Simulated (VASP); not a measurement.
Level of theory: PBE GGA with D3 dispersion (zero damping), VASP's PBE PAW potentials (set 64) (plane waves; VASP 6.6.1).

VASP ran on this input.

KPOINTS:
```
Automatic mesh
0
gamma
  7 7 7
```

**INCAR**
```
# general
SYSTEM   =  GaAs
PREC     =  Accurate
ENCUT    =  520
LREAL    =  F
LASPH    =  T

# electronic loop
EDIFF    =  1E-6
NELM     =  100
ALGO     =  Normal
LMAXMIX  =  4

# smearing
ISMEAR   =  0
SIGMA    =  0.05

# functional
GGA      =  PE
IVDW     =  11

# ions
IBRION   =  2
NSW      =  60
ISIF     =  3
EDIFFG   =  -0.01

# output
LWAVE    =  F
LCHARG   =  F
```

### POSCAR
```
GaAs
1
    0.0000000000     2.8250000000     2.8250000000
    2.8250000000     0.0000000000     2.8250000000
    2.8250000000     2.8250000000     0.0000000000
Ga As
1 1
Direct
  0.0000000000   0.0000000000   0.0000000000
  0.2500000000   0.2500000000   0.2500000000
```

POTCAR, in this order: Ga_d As (PBE.64 set). Program: vasp_std.

Output of the run:

### OSZICAR
```
       N       E                     dE             d eps       ncg     rms          rms(c)
DAV:   1     0.829753367541E+02    0.82975E+02   -0.95042E+03   528   0.186E+03
DAV:   2    -0.205608418151E+01   -0.85031E+02   -0.82694E+02   550   0.329E+02
DAV:   3    -0.829048854051E+01   -0.62344E+01   -0.61986E+01   665   0.754E+01
DAV:   4    -0.839924718008E+01   -0.10876E+00   -0.10872E+00   594   0.111E+01
DAV:   5    -0.840139551199E+01   -0.21483E-02   -0.21482E-02   663   0.131E+00    0.292E+00
DAV:   6    -0.825790325893E+01    0.14349E+00   -0.25770E-01   804   0.978E+00    0.176E+00
DAV:   7    -0.823808384370E+01    0.19819E-01   -0.75358E-02   689   0.224E+00    0.565E-01
DAV:   8    -0.823881855712E+01   -0.73471E-03   -0.10668E-02   600   0.146E+00    0.104E-01
DAV:   9    -0.823921091076E+01   -0.39235E-03   -0.10940E-03   633   0.467E-01    0.527E-02
DAV:  10    -0.823927524488E+01   -0.64334E-04   -0.82771E-05   658   0.108E-01    0.288E-02
DAV:  11    -0.823932702865E+01   -0.51784E-04   -0.80821E-05   540   0.787E-02    0.354E-03
DAV:  12    -0.823932733611E+01   -0.30745E-06   -0.13686E-06   504   0.199E-02
   1 F= -.86876134E+01 E0= -.86876134E+01  d E =-.868761E+01
       N       E                     dE             d eps       ncg     rms          rms(c)
DAV:   1    -0.853976133630E+01   -0.30043E+00   -0.39173E+00   675   0.422E+01    0.299E+00
DAV:   2    -0.832700278187E+01    0.21276E+00   -0.35781E-01   635   0.128E+01    0.142E+00
DAV:   3    -0.826975558655E+01    0.57247E-01   -0.85392E-02   690   0.593E+00    0.264E-01
DAV:   4    -0.826508095832E+01    0.46746E-02   -0.71342E-03   615   0.148E+00    0.103E-01
DAV:   5    -0.826441710895E+01    0.66385E-03   -0.47712E-04   594   0.326E-01    0.291E-02
DAV:   6    -0.826438537758E+01    0.31731E-04   -0.10996E-04   635   0.204E-01    0.131E-02
DAV:   7    -0.826438726108E+01   -0.18835E-05   -0.14838E-05   654   0.736E-02    0.336E-03
DAV:   8    -0.826438731438E+01   -0.53297E-07   -0.15251E-06   405   0.133E-02
   2 F= -.86953188E+01 E0= -.86953175E+01  d E =-.770542E-02
       N       E                     dE             d eps       ncg     rms          rms(c)
DAV:   1    -0.828339001392E+01   -0.19003E-01   -0.30284E-01   675   0.109E+01    0.868E-01
DAV:   2    -0.826578196818E+01    0.17608E-01   -0.33399E-02   635   0.447E+00    0.396E-01
DAV:   3    -0.826139528278E+01    0.43867E-02   -0.53885E-03   685   0.148E+00    0.892E-02
DAV:   4    -0.826099238288E+01    0.40290E-03   -0.48943E-04   588   0.331E-01    0.295E-02
DAV:   5    -0.826093734651E+01    0.55036E-04   -0.37485E-05   639   0.929E-02    0.687E-03
DAV:   6    -0.826093663380E+01    0.71271E-06   -0.27029E-06   489   0.236E-02
   3 F= -.86967112E+01 E0= -.86967112E+01  d E =-.909776E-02
```

### OUTCAR
```
------------------------ aborting loop because EDIFF is reached ----------------------------------------
 Edisp (eV)   -0.43577
  FORCE on cell =-STRESS in cart. coord.  units (eV):
  Direction    XX          YY          ZZ          XY          YZ          ZX
  --------------------------------------------------------------------------------------
  Total       0.01818     0.01818     0.01818     0.00000     0.00000    -0.00000
  in kB       0.62657     0.62657     0.62657     0.00000     0.00000    -0.00000
  external pressure =        0.63 kB  Pullay stress =        0.00 kB
  volume of cell :       46.50
      direct lattice vectors                 reciprocal lattice vectors
     0.000000000  2.854107878  2.854107878    -0.175186090  0.175186090  0.175186090
     2.854107878  0.000000000  2.854107878     0.175186090 -0.175186090  0.175186090
     2.854107878  2.854107878 -0.000000000     0.175186090  0.175186090 -0.175186090
  FREE ENERGIE OF THE ION-ELECTRON SYSTEM (eV)
  ---------------------------------------------------
  free  energy   TOTEN  =        -8.6967111759 eV

  energy  without entropy=       -8.6967111491  energy(sigma->0) =       -8.69671116

 reached required accuracy - stopping structural energy minimisation
```
(Selected blocks of OUTCAR.)

CONTCAR:
```
GaAs
   1.00000000000000
     0.0000000000000000    2.8541078778206290    2.8541078778206290
     2.8541078778206290    0.0000000000000000    2.8541078778206290
     2.8541078778206290    2.8541078778206290   -0.0000000000000000
  Ga              As
     1     1
Direct
     0.0000000000000000    0.0000000000000000    0.0000000000000000
     0.2500000000000000    0.2500000000000000    0.2500000000000000
```

File OUTCAR:
```
 val. band max:        3.6693684386   @ k =   0.0000   0.0000   0.0000

 cond. band min:       3.9737670931   @ k =   0.0000   0.0000   0.0000


 Fermi energy:         3.8258690643

 k-point     1 :       0.0000    0.0000    0.0000
  band No.  band energies     occupation
      1     -11.0945      2.00000
      2     -11.0945      2.00000
      3     -11.0945      2.00000
      4     -11.0222      2.00000
      5     -11.0222      2.00000
      6      -8.8533      2.00000
      7       3.6694      1.99999
      8       3.6694      1.99999
      9       3.6694      1.99999
     10       3.9738      0.00003
     11       7.3878      0.00000
     12       7.3878      0.00000
     13       7.3878      0.00000

 k-point     2 :       0.1429    0.0000    0.0000
  band No.  band energies     occupation
      1     -11.1093      2.00000
      2     -11.0904      2.00000
      3     -11.0904      2.00000
      4     -11.0224      2.00000
      5     -11.0224      2.00000
      6      -8.6261      2.00000
      7       1.3774      2.00000
      8       3.3859      2.00000
      9       3.3859      2.00000
     10       5.1683      0.00000
     11       7.8054      0.00000
     12       7.8054      0.00000
     13       7.9817      0.00000

 k-point     3 :       0.2857    0.0000    0.0000
  band No.  band energies     occupation
      1     -11.1395      2.00000
      2     -11.0824      2.00000
      3     -11.0824      2.00000
      4     -11.0215      2.00000
      5     -11.0215      2.00000
      6      -8.0098      2.00000
      7      -0.9568      2.00000
      8       2.9067      2.00000
      9       2.9067      2.00000
     10       4.9249      0.00000
     11       8.3027      0.00000
     12       8.3027      0.00000
     13      10.0580      0.00000

 k-point     4 :       0.4286    0.0000    0.0000
  band No.  band energies     occupation
      1     -11.1616      2.00000
      2     -11.0775      2.00000
      3     -11.0775      2.00000
...
```

Energy and stress use the plane-wave basis of the starting cell.

The compound is GaAs in the zinc blende structure. This run relaxes it. Symmetry was kept, so distortions that lower it aren't found.
